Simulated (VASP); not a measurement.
All values below come from r2SCAN meta-GGA, VASP's PBE PAW potentials (set 64) (plane waves; VASP).

A VASP calculation is set up with these files.

### INCAR
```
METAGGA = R2SCAN
DIPOL = 0.5 0.5 0.5
ENCUT = 400   # plane-wave cut-off (eV)
LDIPOL = .True.
IBRION = 2   # conjugate gradients
PREC = Normal
LREAL = .False.
LASPH = .True.   # aspherical one-centre terms
EDIFFG = -0.03
ISIF = 2   # forces and stress, cell fixed
LMIXTAU = .True.
NELMIN = 4
ALGO = Normal
SIGMA = 0.1
NSW = 120
LMAXMIX = 4   # l cut-off of mixed one-centre charges
LCHARG = .False.
NELM = 100   # most electronic steps
LWAVE = .True.
SYSTEM = Cs(211) slab
ISMEAR = 1   # Methfessel-Paxton
EDIFF = 1E-5
IDIPOL = 3
```

File POSCAR:
```
Cs(211) slab
1
    5.4278704221     0.0000000000    -0.0000000000
    0.0000000000     8.8636754976    -0.0000000000
    0.0000000000    -0.0000000000    25.6469349791
Cs
4
Direct
  0.4997620767   0.7500000000   0.3503164458
  0.8336854017   0.2500000000   0.4500523419
  0.1663145983   0.7500000000   0.5499476581
  0.5002379233   0.2500000000   0.6496835542
```

KPOINTS:
```
Regular mesh
0
gamma
  5 3 1
```

POTCAR, in this order: Cs_sv (PBE.64 set). Program: vasp_std.

**OSZICAR**
```
...
DAV:  57    -0.997118671245E+02    0.11829E-01   -0.44057E-03   264   0.654E-01    0.166E-01
DAV:  58    -0.997122328337E+02   -0.36571E-03   -0.15344E-04   336   0.956E-02    0.170E-01
DAV:  59    -0.997094604215E+02    0.27724E-02   -0.26411E-04   288   0.170E-01    0.167E-01
DAV:  60    -0.996758402447E+02    0.33620E-01   -0.10888E-02   264   0.891E-01    0.167E-01
DAV:  61    -0.996413532228E+02    0.34487E-01   -0.15669E-02   264   0.119E+00    0.119E-01
DAV:  62    -0.996301785914E+02    0.11175E-01   -0.14019E-02   264   0.125E+00    0.112E-01
DAV:  63    -0.996416426636E+02   -0.11464E-01   -0.62203E-04   336   0.138E-01    0.107E-01
DAV:  64    -0.996612106266E+02   -0.19568E-01   -0.34199E-03   264   0.501E-01    0.114E-01
DAV:  65    -0.996451922212E+02    0.16018E-01   -0.34192E-03   264   0.550E-01    0.119E-01
DAV:  66    -0.996614787792E+02   -0.16287E-01   -0.31282E-02   264   0.178E+00    0.137E-01
DAV:  67    -0.996502808323E+02    0.11198E-01   -0.15255E-03   276   0.342E-01    0.148E-01
DAV:  68    -0.996450976575E+02    0.51832E-02   -0.36021E-03   264   0.674E-01    0.150E-01
DAV:  69    -0.996354827235E+02    0.96149E-02   -0.64838E-04   264   0.194E-01    0.161E-01
DAV:  70    -0.996246059566E+02    0.10877E-01   -0.33259E-04   288   0.127E-01    0.169E-01
DAV:  71    -0.996220132056E+02    0.25928E-02   -0.15189E-04   312   0.909E-02    0.174E-01
DAV:  72    -0.996197417221E+02    0.22715E-02   -0.26523E-03   264   0.592E-01    0.172E-01
DAV:  73    -0.996153092417E+02    0.44325E-02   -0.79885E-04   264   0.301E-01    0.179E-01
DAV:  74    -0.996134542533E+02    0.18550E-02   -0.19016E-03   264   0.500E-01    0.178E-01
DAV:  75    -0.996145307745E+02   -0.10765E-02   -0.10701E-04   330   0.965E-02    0.176E-01
DAV:  76    -0.996080477831E+02    0.64830E-02   -0.13395E-02   264   0.133E+00    0.185E-01
DAV:  77    -0.996165288034E+02   -0.84810E-02   -0.69185E-03   264   0.901E-01    0.172E-01
DAV:  78    -0.996157443395E+02    0.78446E-03   -0.52799E-03   276   0.812E-01    0.164E-01
DAV:  79    -0.996179414287E+02   -0.21971E-02   -0.35538E-04   336   0.197E-01    0.164E-01
DAV:  80    -0.996171154564E+02    0.82597E-03   -0.32598E-05   262   0.638E-02    0.164E-01
DAV:  81    -0.997516158144E+02   -0.13450E+00   -0.26605E-01   264   0.560E+00    0.227E-01
DAV:  82    -0.997372124401E+02    0.14403E-01   -0.13990E-02   312   0.111E+00    0.224E-01
DAV:  83    -0.997291031916E+02    0.81092E-02   -0.87803E-04   324   0.217E-01    0.217E-01
DAV:  84    -0.997318565715E+02   -0.27534E-02   -0.34717E-05   216   0.422E-02    0.218E-01
DAV:  85    -0.997035093864E+02    0.28347E-01   -0.16934E-03   288   0.243E-01    0.196E-01
DAV:  86    -0.996352883492E+02    0.68221E-01   -0.10847E-01   264   0.360E+00    0.756E-02
DAV:  87    -0.996463788355E+02   -0.11090E-01   -0.19532E-03   318   0.379E-01    0.894E-02
DAV:  88    -0.996362378029E+02    0.10141E-01   -0.12121E-03   270   0.296E-01    0.824E-02
DAV:  89    -0.996359984564E+02    0.23935E-03   -0.63908E-04   264   0.209E-01    0.938E-02
DAV:  90    -0.996358224128E+02    0.17604E-03   -0.20115E-05   240   0.395E-02    0.947E-02
DAV:  91    -0.996409444894E+02   -0.51221E-02   -0.33578E-03   264   0.610E-01    0.100E-01
DAV:  92    -0.996324765445E+02    0.84679E-02   -0.38501E-04   264   0.161E-01    0.102E-01
DAV:  93    -0.996332175947E+02   -0.74105E-03   -0.94095E-06   228   0.252E-02    0.102E-01
DAV:  94    -0.996419293031E+02   -0.87117E-02   -0.66210E-04   264   0.188E-01    0.104E-01
DAV:  95    -0.996608202405E+02   -0.18891E-01   -0.24071E-03   264   0.476E-01    0.899E-02
DAV:  96    -0.995321503106E+02    0.12867E+00   -0.17306E-01   264   0.374E+00    0.442E-02
DAV:  97    -0.995083179120E+02    0.23832E-01   -0.35955E-03   330   0.398E-01    0.565E-02
DAV:  98    -0.995129113089E+02   -0.45934E-02   -0.44696E-04   324   0.192E-01    0.580E-02
DAV:  99    -0.995301044478E+02   -0.17193E-01   -0.16106E-03   264   0.346E-01    0.552E-02
DAV: 100    -0.995302896087E+02   -0.18516E-03   -0.33096E-05   240   0.460E-02
   1 F= -.99530290E+02 E0= -.99529497E+02  d E =-.995303E+02
```

### Question
The electronic loop did not converge. What happens with NELM = 200, ALGO = All?

### Answer
The calculation finished and met its thresholds.
### OSZICAR
```
...
CGA:   7    -0.996365902825E+02   -0.13336E-02   -0.13333E-02   132   0.128E-02  -0.189E-04
CGA:   8    -0.996370304431E+02   -0.44016E-03   -0.43988E-03   132   0.411E-03   0.101E-04
CGA:   9    -0.996371766003E+02   -0.14616E-03   -0.14618E-03   132   0.113E-03   0.149E-06
CGA:  10    -0.996372178247E+02   -0.41224E-04   -0.41384E-04   132   0.284E-04  -0.444E-05
CGA:  11    -0.996372274845E+02   -0.96598E-05   -0.96622E-05   132   0.723E-05   0.394E-06
  10 F= -.99637227E+02 E0= -.99638841E+02  d E =-.555236E-02
       N       E                     dE             d eps       ncg     rms           ort
SDA:   1    -0.726414694412E+02    0.26996E+02    0.00000E+00   132   0.853E+02   0.000E+00
CGA:   2    -0.937819398614E+02   -0.21140E+02   -0.21177E+02   132   0.193E+02  -0.432E+00
CGA:   3    -0.982154342158E+02   -0.44335E+01   -0.44843E+01   132   0.475E+01   0.275E-01
CGA:   4    -0.993303896777E+02   -0.11150E+01   -0.11187E+01   132   0.943E+00   0.477E-02
CGA:   5    -0.995761404076E+02   -0.24575E+00   -0.24570E+00   132   0.187E+00  -0.166E-03
CGA:   6    -0.996269230264E+02   -0.50783E-01   -0.50783E-01   132   0.500E-01  -0.176E-03
CGA:   7    -0.996422810786E+02   -0.15358E-01   -0.15359E-01   132   0.147E-01  -0.141E-03
CGA:   8    -0.996472640543E+02   -0.49830E-02   -0.49796E-02   132   0.466E-02   0.833E-04
CGA:   9    -0.996489011599E+02   -0.16371E-02   -0.16356E-02   132   0.135E-02   0.464E-04
CGA:  10    -0.996493873136E+02   -0.48615E-03   -0.48621E-03   132   0.351E-03  -0.905E-05
CGA:  11    -0.996495113300E+02   -0.12402E-03   -0.12382E-03   132   0.928E-04   0.800E-05
CGA:  12    -0.996495473341E+02   -0.36004E-04   -0.35343E-04   132   0.279E-04   0.563E-05
SDA:  13    -0.996495610276E+02   -0.13693E-04   -0.15229E-04   132   0.130E-04  -0.764E-05
CGA:  14    -0.996495645273E+02   -0.34997E-05   -0.35227E-05   132   0.142E-05   0.144E-05
  11 F= -.99649565E+02 E0= -.99651133E+02  d E =-.178894E-01
       N       E                     dE             d eps       ncg     rms           ort
SDA:   1     0.195359165909E+01    0.10160E+03    0.00000E+00   132   0.316E+03   0.000E+00
CGA:   2    -0.734892828676E+02   -0.75443E+02   -0.78195E+02   132   0.888E+02  -0.145E+02
CGA:   3    -0.916560417701E+02   -0.18167E+02   -0.19477E+02   132   0.264E+02  -0.219E+01
CGA:   4    -0.974343247307E+02   -0.57783E+01   -0.59883E+01   132   0.634E+01  -0.199E+00
CGA:   5    -0.991046326990E+02   -0.16703E+01   -0.16768E+01   132   0.145E+01   0.826E-02
CGA:   6    -0.994884311349E+02   -0.38380E+00   -0.38450E+00   132   0.390E+00   0.533E-03
CGA:   7    -0.996030532720E+02   -0.11462E+00   -0.11464E+00   132   0.105E+00  -0.294E-03
CGA:   8    -0.996368975657E+02   -0.33844E-01   -0.33847E-01   132   0.339E-01   0.128E-03
CGA:   9    -0.996485648541E+02   -0.11667E-01   -0.11667E-01   132   0.115E-01   0.140E-03
CGA:  10    -0.996526923790E+02   -0.41275E-02   -0.41265E-02   132   0.359E-02   0.232E-04
CGA:  11    -0.996539621132E+02   -0.12697E-02   -0.12696E-02   132   0.106E-02   0.211E-05
CGA:  12    -0.996543441625E+02   -0.38205E-03   -0.38195E-03   132   0.314E-03   0.117E-04
CGA:  13    -0.996544672398E+02   -0.12308E-03   -0.12358E-03   132   0.963E-04  -0.794E-05
CGA:  14    -0.996545060996E+02   -0.38860E-04   -0.39618E-04   132   0.303E-04  -0.108E-04
CGA:  15    -0.996545172186E+02   -0.11119E-04   -0.11337E-04   132   0.921E-05  -0.306E-05
CGA:  16    -0.996545197769E+02   -0.25583E-05   -0.26265E-05   132   0.272E-05   0.160E-05
  12 F= -.99654520E+02 E0= -.99655788E+02  d E =-.228447E-01
```

The cell is a thin slab with vacuum, built from Cs (bcc).
